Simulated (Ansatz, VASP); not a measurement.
**Cross-check of AgH3Pb between VASP and Ansatz**

Aim: how closely do two programs agree when they are given the same cell, functional and k mesh? The cell is generated by rule, not measured, and may not be a known phase. The cell is taken from a series of runs on this material, whose earlier steps may have relaxed, scaled, displaced or heated it; both programs get it as it stands.

Method: plane waves, with VASP 6.6.1 beside it; relaxation of cell and atoms at PBEsol, in Ansatz 0.2.0.

The structure was built from a prototype and need not be the compound's stable phase.

**1. The structure**

It takes space group R-3c (No. 167, trigonal). The conventional cell has a = 5.420 Å, b = 5.420 Å, c = 17.186 Å, α = 90.00°, β = 90.00°, γ = 120.00°. Ag has 3 H at 1.77 Å nearest. Nearest to Pb lie 6 H at 2.32 Å. H has 1 Ag at 1.77 Å and 2 Pb at 2.32 Å nearest. Farther neighbours are not listed.

**2. Ansatz: relaxation of cell and atoms, PBEsol**

Ansatz runs on its PAW soft_1 files.

The relaxed volume is the usual yardstick between codes: in a stiff, nearly cubic crystal its relative difference is about their pressure difference at one cell divided by the bulk modulus.

Input file input.yaml:

```yaml
crystal:
  lattice:
    - [2.7100000837, 1.5646192778, 5.7285584779]
    - [-2.7100000837, 1.5646192778, 5.7285584779]
    - [0.0, -3.1292385557, 5.7285584779]
  atoms:
    - { symbol: Ag, position: [0.75, 0.75, 0.75] }
    - { symbol: Ag, position: [0.25, 0.25, 0.25] }
    - { symbol: Pb, position: [0.5, 0.5, 0.5] }
    - { symbol: Pb, position: [0.0, 0.0, 0.0] }
    - { symbol: H, position: [0.0757934715, 0.75, 0.4242065285] }
    - { symbol: H, position: [0.9242065285, 0.25, 0.5757934715] }
    - { symbol: H, position: [0.4242065285, 0.0757934715, 0.75] }
    - { symbol: H, position: [0.5757934715, 0.9242065285, 0.25] }
    - { symbol: H, position: [0.25, 0.5757934715, 0.9242065285] }
    - { symbol: H, position: [0.75, 0.4242065285, 0.0757934715] }
kpoints:
  mp_grid: { grid: [9, 9, 9] }
hamiltonian:
  xc: pbesol
  pseudopotentials: { kind: paw, azcp: { folder: soft_1 }, xc_functional: pbe }
scf:
  occupations: { method: methfessel_paxton, width: 0.2 }
output:
  forces: true
  stress: true
  eigenvalues: true
relax:
  adjacent_minimum: "off"
  f_tol: 0.001
  max_steps: 60
  cell: { stress_tol: 0.01 }
```

Command:

```
$ ansatz run input.yaml --threads 4 --pin off --max-ram 16384MiB --backend cpu --events-out ev --progress --plain --runs-dir out
```

Numbers of over 12 decimals in the logs are rounded to 6 here.

The log of the run:

```text
Engine: ansatz 0.2.0, aarch64-unknown-linux-gnu
Pseudopotentials: kind: paw
Pseudopotential: Ag, paw, valence charge 19, recommended cutoff 420 eV (normal), soft_1/Ag.paw.azcp
Pseudopotential: Pb, paw, valence charge 14, recommended cutoff 420 eV (normal), soft_1/Pb.paw.azcp
Pseudopotential: H, paw, valence charge 1, recommended cutoff 420 eV (normal), soft_1/H.paw.azcp
Functional definition: PBEsol
  exchange = pbesol_x
  correlation = pbesol_c
Crystal: 10 atoms, lattice volume = 145.739 Å³
Basis set: ecut = 420 eV, 2815 PW (Γ), exchange–correlation on 90×90×90 points (8 copies of the dense FFT grid, shifted against one another)
Bands: 46, of which v1, the nominal top of the filled ones, is band 36 counted from 1 (35 counted from 0)
Symmetry: 12 space group operations
Space group: R-3c (ITA 167), of the structure as read, at distance tolerance 5.3e-5 Å
k-points: 85 of 729
Non-local potential: Ag, projectors of the file, l = 0: 3, l = 1: 2, l = 2: 2, l = 3: 1
Non-local potential: Pb, projectors of the file, l = 0: 2, l = 1: 2, l = 2: 2, l = 3: 1
Non-local potential: H, projectors of the file, l = 0: 2, l = 1: 1
PAW form: soft (Blöchl's): semilocal exchange-correlation on the pseudo side does not see the compensation charge
PAW frozen core: Ag, regenerated for the run's functional, and the local potential with it (the file was generated under x = pbe(κ = 0.804, μ = 0.219515), c = pbe(β = 0.066725))
PAW frozen core: Pb, regenerated for the run's functional, and the local potential with it (the file was generated under x = pbe(κ = 0.804, μ = 0.219515), c = pbe(β = 0.066725))
PAW one-centre angular grid: Ag, 590 points (default); XC on 64 Gauss nodes
PAW one-centre angular grid: Pb, 590 points (default); XC on 64 Gauss nodes
PAW one-centre angular grid: H, 110 points (default); XC on 64 Gauss nodes
Initial density: superposition of atomic densities (chi_scale 0.1, normalization cell, long waves kept (reshape's long-wave potential 0.00 eV rms))
Initial wavefunctions: pseudopotential atomic-orbital guess
Functional: x = pbesol(κ = 0.804, μ = 0.123457), c = pbesol(β = 0.046)
SCF iter   1: F=—  HF=-38651.165213 eV  |F-HF|=—  |Δ(HF+E_count)|=         —  Δρ=5.39e-2  dr2=5.26e0  ethr=3.10e-3  ⟨swp⟩=8.0  Hψ=16392  notcnv=0
preconditioner: auto → Resta (q_TF=auto, 2.426 Å⁻¹)  ε∞=4.4  [insulator: Δε(μ)=0.345 eV  Ē_g=12.464 eV  σ=0.200 eV  W_gap=0.85  n_scr=34 (ndim 8)  ℏωp=23.0 eV  f_vac=0.000  D(μ)=0.08/eV (n_scr^D=0)  ε∞_Penn≈4.4]
SCF iter   2: F=—  HF=-38649.617790 eV  |F-HF|=—  |Δ(HF+E_count)|=    1.55e0  S|Δr|=    0.00e0  Δρ=2.41e-2  dr2=1.25e0  ethr=3.10e-3  ⟨swp⟩=3.2  Hψ=6970  notcnv=0  defer=314
SCF iter   3: F=—  HF=-38649.166615 eV  |F-HF|=—  |Δ(HF+E_count)|=   4.51e-1  S|Δr|=    0.00e0  Δρ=7.73e-3  dr2=6.84e-2  ethr=1.73e-3  ⟨swp⟩=2.4  Hψ=5665  notcnv=0  defer=314
SCF iter   4: F=—  HF=-38649.158020 eV  |F-HF|=—  |Δ(HF+E_count)|=   8.59e-3  S|Δr|=    0.00e0  Δρ=2.91e-3  dr2=8.11e-3  ethr=9.50e-5  ⟨swp⟩=2.2  Hψ=7534  notcnv=0  defer=292
SCF iter   5: F=—  HF=-38649.158959 eV  |F-HF|=—  |Δ(HF+E_count)|=   9.39e-4  S|Δr|=    0.00e0  Δρ=7.98e-4  dr2=6.65e-4  ethr=1.13e-5  ⟨swp⟩=2.0  Hψ=4751  notcnv=0  defer=292
SCF iter   6: F=—  HF=-38649.159177 eV  |F-HF|=—  |Δ(HF+E_count)|=   2.18e-4  S|Δr|=    0.00e0  Δρ=1.23e-4  dr2=2.66e-5  ethr=9.23e-7  ⟨swp⟩=2.0  Hψ=5145  notcnv=0  defer=292
SCF iter   7: F=—  HF=-38649.159245 eV  |F-HF|=—  |Δ(HF+E_count)|=   6.78e-5  S|Δr|=    0.00e0  Δρ=2.09e-5  dr2=1.04e-6  ethr=3.70e-8  ⟨swp⟩=2.0  Hψ=5174  notcnv=0  defer=292
SCF iter   8: F=-38649.159245 eV  HF=-38649.159245 eV  |F-HF|=8.16e-9  |Δ(HF+E_count)|=   3.18e-7  S|Δr|=    0.00e0  Δρ=4.87e-6  dr2=4.67e-8  ethr=1.39e-10  ⟨swp⟩=12.2  Hψ=20562  notcnv=0
SCF 1 converged in 8 iterations: F = -38649.159245 eV  dr2 = 4.67e-8
  greatest PAW one-centre occupation: 1.001 electrons in one spin orbital (limit 2), on the Ag atom at site 1 (counted from 0), in its partial waves of l = 0
relax step   1: F+E_penalty+E_count = -38649.15924548 eV  Δ(F+E_penalty+E_count) = +0.000e0 eV  max|allowed force component| = 1.975e-4 eV/Å  Δτ_max = 0.0000 Å  P = +0.000 GPa  Ω = 145.739 Å³  (8 SCF iters, dr2 threshold 1.00e-7 eV, accepted)
[...]
relax step   3: F+E_penalty+E_count = -38649.15923504 eV  Δ(F+E_penalty+E_count) = +1.257e-5 eV  max|allowed force component| = 3.417e-6 eV/Å  Δτ_max = 0.0011 Å  P = +0.000 GPa  Ω = 145.814 Å³  energy of the carried Pulay correction = -3.673e-5 eV  (6 SCF iters, dr2 threshold 4.93e-10 eV, accepted)
[...]
relax step   4: F+E_penalty+E_count = -38649.15926790 eV  Δ(F+E_penalty+E_count) = -3.286e-5 eV  max|allowed force component| = 5.450e-6 eV/Å  Δτ_max = 0.0000 Å  P = +0.000 GPa  Ω = 145.814 Å³  stress off target by 1.08e-3 GPa  SCF on the basis re-selected at this cell (its energy is not comparable with the rows above)  (5 SCF iters)
basis re-selected at this cell: Δ(F+E_penalty+E_count) = -3.286e-5 eV, ΔP = +0.000 GPa vs the last step (what re-selecting the basis moved, of the pressure what is left beyond the Pulay correction that the steps carried, after the strain that the cell walked since its last selection, with what the two solves' SCF thresholds leave and, on support functions, any second-order correction that the steps lacked; it is no m [...]
SCF converged after 5 iterations
Stability not checked: this state was not tested for a lower state beside it, because cold or Methfessel-Paxton smearing, or corrected tetrahedra, fill the levels in a way that the test cannot read (fill_not_monotonic; see scf.lower_state_search)
Free energy (F): -38649.159268 eV
Harris-Foulkes:  -38649.159268 eV  (|F-HF|=7.28e-12)
Internal energy: -38649.160243 eV  (E = F + TS)
E sigma→0 (E₀):  -38649.159512 eV
Entropy (-TS):   0.000976 eV (0.098 meV/atom)
Fermi energy:    8.290283 eV
Step filling:    the computed levels leave a gap of 0.0414 eV = 0.2 smearing widths at the electron count; against every level under it full and every level over it empty, smearing changes F+E_penalty+E_count by +0.114 meV and its σ→0 estimate by -0.130 meV
--- Per-component energies (eV) ---
  E_band       = -967.420022
  E_kinetic    = 1593.936897
  E_local      = -8658.026460  (includes V_loc(G=0)·N_el)
  E_nonlocal   = 686.374734
  E_hartree    = 3845.346510
  E_xc         = -775.101679
  E_vxc        = -743.424755  (∫ρ·V_xc dr)
  E_paw        = -28259.932270  (= ΣΔE_a)
  E_vpaw       = -1536.969341  (= ΣTr[D̂ρ^β])
  E_aug_tail   = -0.004230  (compensation charges beyond the density's cutoff)
  E_ewald      = -7082.523566
  E_core_change = 0.769821  (= ΣΔE_core)
  E_smearing   = 0.000976  (= −TS)
  E_closure    = -0.000000  (closes the sum)
  Σ components = -38649.159268   (vs F -38649.159268, Δ=0.00e0)
--- Forces (eV/Å), atoms counted from 1 ---
  atom   1  Ag     0.00000000    -0.00000000    -0.00000000
  atom   2  Ag    -0.00000000     0.00000000     0.00000000
  atom   3  Pb    -0.00000000     0.00000000    -0.00000000
  atom   4  Pb    -0.00000000     0.00000000    -0.00000000
  atom   5  H     -0.00000273    -0.00000472    -0.00000000
  atom   6  H      0.00000273     0.00000472     0.00000000
  atom   7  H      0.00000545     0.00000000    -0.00000000
  atom   8  H     -0.00000545    -0.00000000     0.00000000
  atom   9  H      0.00000273    -0.00000472    -0.00000000
  atom  10  H     -0.00000273     0.00000472     0.00000000
  max |Σ_I F_I| component: 1.59e-18 eV/Å
--- Stress (GPa, compression-positive) ---
        0.000129       0.000000      -0.000000
        0.000000       0.000129      -0.000000
       -0.000000      -0.000000       0.001082
  P = ⅓ Tr σ = 0.0004 GPa (0.004 kbar)
--- Band table (eV; the first three rows and the last of 85) ---
  k-point 0: bands = [... 32 lower, 5.8988, 6.4630, 6.5031, 6.5031, 8.4368, 8.4368, 9.3855, 9.6270, ... 6 higher]
  k-point 1: bands = [... 32 lower, 5.7055, 6.0985, 6.2632, 6.8792, 8.4770, 8.9142, 9.5631, 9.7356, ... 6 higher]
  k-point 2: bands = [... 32 lower, 5.0443, 5.7952, 5.8771, 7.0367, 8.4693, 9.6123, 10.0645, 10.2748, ... 6 higher]
  k-point 84: bands = [... 32 lower, 5.5265, 5.8416, 6.3828, 6.6089, 9.6039, 9.9360, 10.1019, 10.8546, ... 6 higher]
--- Relaxed structure (3 steps of the walk, 3 accepted, 1 SCFs on fresh bases) ---
  F+E_penalty+E_count = -38649.15926790 eV   max|allowed force component| = 5.450e-6 eV/Å   (the final SCF, on the basis selected at the relaxed cell)
  cell:  # Å, volume = 145.8136 Å³
    - [2.707528, 1.563192, 5.741979]
    - [-2.707528, 1.563192, 5.741979]
    - [0, -3.126384, 5.741979]
  atoms:
    - { symbol: Ag, position: [0.750000, 0.750000, 0.750000] }
    - { symbol: Ag, position: [0.25, 0.25, 0.250000] }
    - { symbol: Pb, position: [0.5, 0.5, 0.500000] }
    - { symbol: Pb, position: [0, 0, 0] }
    - { symbol: H, position: [0.076054, 0.750000, 0.423946] }
    - { symbol: H, position: [0.923946, 0.250000, 0.576054] }
    - { symbol: H, position: [0.423946, 0.076054, 0.750000] }
    - { symbol: H, position: [0.576054, 0.923946, 0.250000] }
    - { symbol: H, position: [0.250000, 0.576054, 0.923946] }
    - { symbol: H, position: [0.750000, 0.423946, 0.076054] }
```

(Continued in part 2 of 2.)

[Lines on the potential files, build, host, timing and source positions are cut from VASP's logs without a mark.]

[Logs are printed without paths, hosts, clocks, repeated set-up lines and the standing remarks that a program may print on its own settings, such as how far it seeks lower states.]

[Hosts, paths, dates, database ids (printed as entryN), source tags and the programs' standing remarks are cut or masked in the printed files.]
